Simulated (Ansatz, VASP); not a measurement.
# AlSi6P: VASP beside Ansatz, part 2 of 2

Wanted: the spread between two codes on one cell, functional and k mesh. The cell is generated by rule, not measured, and may not be a known phase. The cell is taken from a series of runs on this material, whose earlier steps may have relaxed, scaled, displaced or heated it; both programs get it as it stands.

VASP 6.6.1 and Ansatz 0.2.0.

So far: The structure; Ansatz: relaxation of cell and atoms, PBE, pair 1; VASP: relaxation of cell and atoms, PBE, pair 1.

The structure was built from a prototype and need not be the compound's stable phase.

## 4. Comparison

Known differences besides the potentials themselves: the cutoff is 420 eV in Ansatz and 500 eV in VASP; Ansatz adds a Pulay correction to the stress that steers its cell, VASP none. Total energies have different zeros and are not compared.

The two programs side by side:

```
                                         quantity  Ansatz    VASP  difference
                                      volume (Å³)  165.51  165.34     +0.10 %
edge a after relaxation, in the typed setting (Å)   3.879   3.878     +0.03 %
edge b after relaxation, in the typed setting (Å)   3.884   3.882     +0.04 %
edge c after relaxation, in the typed setting (Å)  10.986  10.983     +0.03 %
```

## 5. VASP: relaxation of cell and atoms, PBE, pair 2

The relaxed volume is the usual yardstick between codes: in a stiff, nearly cubic crystal its relative difference is about their pressure difference at one cell divided by the bulk modulus.

The input, INCAR:

```
SYSTEM = AlSi6P
PREC = Accurate
ENCUT = 500
EDIFF = 1E-07
NELM = 120
ISMEAR = 1
SIGMA = 0.15
LREAL = .FALSE.
ALGO = Normal
GGA = PE
NBANDS = 24
LORBIT = 11
LWAVE = .FALSE.
LCHARG = .FALSE.
ISIF = 3
IBRION = 2
NSW = 80
EDIFFG = -0.005
LASPH = .TRUE.
GGA_COMPAT = .FALSE.
NELMIN = 4
KPAR = 2
```

The input, POSCAR:

```
AlSi6P
1.0
    2.7430530000      2.7430530000      0.0000000000
   -2.7460650000      2.7460650000      0.0000000000
    0.0000000000      0.0000000000     10.9865180000
Al P Si
1 1 6
Direct
    0.0000000000      0.0000000000      0.0012610911
    0.5000000000      0.0000001821      0.1326625961
    0.5000000000      0.5000000000      0.2523611211
    0.0000000000      0.5000001821      0.3750284667
    0.0000000000      0.0000000000      0.4988288373
    0.5000000000      0.0000001821      0.6228081545
    0.5000000000      0.5000000000      0.7473309560
    0.0000000000      0.5000001821      0.8697187771
```

The input, KPOINTS:

```
Automatic mesh
0
Gamma
8 8 4
0 0 0
```

PAW data sets: Al, P and Si (PBE family, release 64).

Started as:

```bash
> mpirun -np 2 vasp_std
```

Numbers of over 12 decimals in the logs are rounded to 6 here.

The log of the run:

```text
[... set-up lines as in an earlier step ...]
 entering main loop
       N       E                     dE             d eps       ncg     rms          rms(c)
DAV:   1     0.739643051405E+02    0.73964E+02   -0.11523E+04  3600   0.104E+03
DAV:   2    -0.368734417762E+02   -0.11084E+03   -0.10318E+03  4744   0.156E+02
DAV:   3    -0.428108917068E+02   -0.59374E+01   -0.58387E+01  4752   0.344E+01
DAV:   4    -0.429231548626E+02   -0.11226E+00   -0.11205E+00  4488   0.588E+00
[...]
DAV:  15    -0.420090774306E+02    0.33382E-05   -0.48436E-06  4504   0.140E-02    0.336E-03
DAV:  16    -0.420090776105E+02   -0.17983E-06   -0.19999E-06  4448   0.660E-03    0.147E-03
DAV:  17    -0.420090776344E+02   -0.23926E-07   -0.94200E-08  3112   0.167E-03
   1 F= -.42009078E+02 E0= -.42008118E+02  d E =-.420091E+02
[...]
N       E                     dE             d eps       ncg     rms          rms(c)
DAV:   1    -0.420091830267E+02   -0.10542E-03   -0.21850E-03  4056   0.204E-01    0.476E-02
[...]
DAV:   7    -0.420091231908E+02   -0.48249E-06   -0.59591E-08  2384   0.118E-03    0.432E-04
DAV:   8    -0.420091232080E+02   -0.17151E-07   -0.94512E-09  2176   0.573E-04
   2 F= -.42009123E+02 E0= -.42008182E+02  d E =-.455735E-04
 trial-energy change:   -0.000046  1 .order   -0.000039   -0.000156    0.000078
 step:   0.7016(harm=  0.6660)  dis= 0.00027  next Energy=   -42.009135 (dE=-0.571E-04)
[...]
N       E                     dE             d eps       ncg     rms          rms(c)
DAV:   1    -0.420091424027E+02   -0.19212E-04   -0.19490E-04  4040   0.609E-02    0.143E-02
DAV:   2    -0.420091377828E+02    0.46199E-05   -0.96011E-06  4424   0.149E-02    0.914E-03
DAV:   3    -0.420091354193E+02    0.23635E-05   -0.36281E-06  4240   0.779E-03    0.234E-03
DAV:   4    -0.420091348527E+02    0.56653E-06   -0.22341E-07  3744   0.246E-03    0.182E-03
DAV:   5    -0.420091346141E+02    0.23863E-06   -0.56232E-08  2216   0.113E-03    0.124E-03
DAV:   6    -0.420091343709E+02    0.24317E-06   -0.20062E-08  2016   0.714E-04    0.401E-04
DAV:   7    -0.420091342800E+02    0.90984E-07   -0.55206E-09  1912   0.388E-04
   3 F= -.42009134E+02 E0= -.42008188E+02  d E =-.566456E-04
[...]
reached required accuracy - stopping structural energy minimisation
```

OUTCAR, selected parts (step 5):

```text
  Total        0.0102790      0.0102790      0.0033445     -0.0112433      0.0000000      0.0000000
  in kB        0.0996115      0.0996115      0.0324114     -0.1089569      0.0000000      0.0000000
  external PRESSURE =       0.0772115 kB  Pullay stress =       0.0000000 kB

 POSITION                                       TOTAL-FORCE (eV/Angst)
 -----------------------------------------------------------------------------------
      0.00000      0.00000      0.01349         0.000000      0.000000     -0.003200
      1.37104      1.37104      1.45717         0.000000      0.000000      0.000628
     -0.00149      2.74358      2.77116         0.000000      0.000000     -0.003015
     -1.37254      1.37254      4.11870         0.000000      0.000000     -0.000043
      0.00000      0.00000      5.47816         0.000000      0.000000      0.000496
      1.37104      1.37104      6.83980         0.000000      0.000000      0.001079
     -0.00149      2.74358      8.20723         0.000000      0.000000      0.001529
     -1.37254      1.37254      9.55160         0.000000      0.000000      0.002526
 -----------------------------------------------------------------------------------
    total drift:                                0.000199     -0.000199     -0.000058

  FREE ENERGIE OF THE ION-ELECTRON SYSTEM (eV)
  ---------------------------------------------------
  free  energy   TOTEN  =       -42.0091342800 eV

  energy  without entropy=      -42.0062955292  energy(sigma->0) =      -42.00818803

[... 2 parts as in an earlier step ...]

[... 2 further parts left out ...]
[key lines of the parts left out:]
E-fermi :   5.9492
```

## 6. Ansatz: relaxation of cell and atoms, PBE, pair 2

The same cell, functional, mesh and smearing now go to Ansatz, which takes its cutoff from its data sets.

The cell is taken from a series of runs on this material, whose earlier steps may have relaxed, scaled, displaced or heated it; both programs get it as it stands.

The input, input.yaml:

```yaml
crystal:
  lattice:
    - [2.7430526099, 2.7430526099, 0.0]
    - [-2.7460654926, 2.7460654926, 0.0]
    - [0.0, 0.0, 10.9865183077]
  atoms:
    - { symbol: Al, position: [0.0, 0.0, 0.0012610858] }
    - { symbol: P, position: [0.5, 1.0, 0.1326625874] }
    - { symbol: Si, position: [0.5, 0.5, 0.2523611399] }
    - { symbol: Si, position: [0.0, 0.5, 0.3750284672] }
    - { symbol: Si, position: [0.0, 0.0, 0.4988288208] }
    - { symbol: Si, position: [0.5, 1.0, 0.6228081371] }
    - { symbol: Si, position: [0.5, 0.5, 0.7473309751] }
    - { symbol: Si, position: [0.0, 0.5, 0.8697187866] }
kpoints:
  mp_grid: { grid: [8, 8, 4] }
hamiltonian:
  xc: pbe
scf:
  occupations: { method: methfessel_paxton, width: 0.15 }
output:
  forces: true
  stress: true
  eigenvalues: true
relax:
  adjacent_minimum: "off"
  f_tol: 0.001
  max_steps: 60
  cell: { stress_tol: 0.01 }
```

Started as:

```bash
> ansatz run input.yaml --threads 8 --pin off --max-ram 14336MiB --backend cpu --events-out ev --progress --plain --runs-dir out
```

The log of the run:

```text
[...]
Crystal: 8 atoms, lattice volume = 165.514 Å³
Basis set: ecut = 420 eV, 3293 PW (Γ), exchange–correlation on 54×54×150 points (8 copies of the dense FFT grid, shifted against one another)
Bands: 24, of which v1, the nominal top of the filled ones, is band 16 counted from 1 (15 counted from 0)
Symmetry: 4 space group operations
[...]
- [-2.746627, 2.746627, 0]
    - [0, 0, 10.985183]
  atoms:
    - { symbol: Al, position: [0, 0, 0.00114941] }
    - { symbol: P, position: [0.500000, 1.0, 0.132639] }
    - { symbol: Si, position: [0.5, 0.500000, 0.252326] }
    - { symbol: Si, position: [0, 0.5, 0.375053] }
    - { symbol: Si, position: [0, 0, 0.498843] }
    - { symbol: Si, position: [0.500000, 1.0, 0.622857] }
    - { symbol: Si, position: [0.5, 0.500000, 0.747352] }
    - { symbol: Si, position: [0, 0.5, 0.869781] }
[key lines of the parts left out:]
SCF converged after 9 iterations
Free energy (F): -5108.386381 eV
Fermi energy:    6.341396 eV
P = ⅓ Tr σ = 0.0002 GPa (0.002 kbar)
```

## 7. Comparison

Both answers:

```
                                         quantity  Ansatz    VASP  difference
                                      volume (Å³)  165.52  165.33     +0.11 %
edge a after relaxation, in the typed setting (Å)   3.879   3.878     +0.03 %
edge b after relaxation, in the typed setting (Å)   3.884   3.882     +0.06 %
edge c after relaxation, in the typed setting (Å)  10.985  10.982     +0.03 %
```

## 8. Outcome

```
difference in volume (relaxation of cell and atoms, PBE, pair 1) : 0.10 %
difference in volume (relaxation of cell and atoms, PBE, pair 2) : 0.11 %
```

In words: The difference in volume is 0.11 % (relaxation of cell and atoms, PBE, pair 2), within the 1.2 % picked in this series as the mark of a large difference, as far as the stopping tolerances let one tell. 1 further run of this series is not shown here. How closely two codes agree says nothing of how well the functional describes the real material.

[Lines on the potential files, build, host, timing and source positions are cut from VASP's logs without a mark.]

[Logs are printed without paths, hosts, clocks, repeated set-up lines and the standing remarks that a program may print on its own settings, such as how far it seeks lower states.]

[Hosts, paths, dates, database ids (printed as entryN), source tags and the programs' standing remarks are cut or masked in the printed files.]
